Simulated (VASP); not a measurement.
Consider the following.

```yaml
crystal:
  lattice:
    - [-1.62255, 1.62255, 1.62255]
    - [1.62255, -1.62255, 1.62255]
    - [1.62255, 1.62255, -1.62255]
  atoms:
    - { symbol: Li, position: [0.00000, 0.00000, 0.00000] }
```

Calculation: PBE GGA with D3 dispersion (Becke-Johnson damping), VASP's PBE PAW potentials (set 64) (plane waves; VASP). Settings: 520 eV cut-off, 15×15×15 Γ-centred mesh, first-order Methfessel-Paxton smearing of 0.10 eV, potentials Li_sv.

### Question
Give the stress tensor in GPa (positive for a compressed cell).

### Answer

```
1.10  0.00  0.00
0.00  1.10  0.00
0.00  0.00  1.10
```
The pressure is its mean diagonal, 1.10 GPa.

The compound is Li in the bcc structure. This cell is one point of a volume scan, at 0.94 of the reference volume.
